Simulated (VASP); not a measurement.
Consider the following.

```xyz
3
Lattice="0.0000 2.7412 2.7412 2.7412 0.0000 2.7412 2.7412 2.7412 0.0000" Properties=species:S:1:pos:R:3 pbc="T T T"
Co     0.0000     0.0000     0.0000
Si     1.3706     1.3706     1.3706
Si     4.1118     4.1118     4.1118
```

These are revPBE GGA, VASP's PBE PAW potentials (set 64) (plane waves; VASP) values and carry that method's errors. Run with 520 eV cut-off, 10×10×10 Γ-centred mesh, first-order Methfessel-Paxton smearing of 0.10 eV, potentials Co Si.

Problem. Give the stress tensor in GPa (positive for a compressed cell).

Solution. 
```
-8.84   0.00   0.00
 0.00  -8.84   0.00
 0.00   0.00  -8.84
```
The pressure is its mean diagonal, -8.84 GPa.

The compound is CoSi2 in the fluorite structure. This cell is one point of a volume scan, at 1.06 of the reference volume. The run is not spin-polarised, so no magnetic state was tried. The electron count is odd and the run is not spin-polarised, which forces a metal.
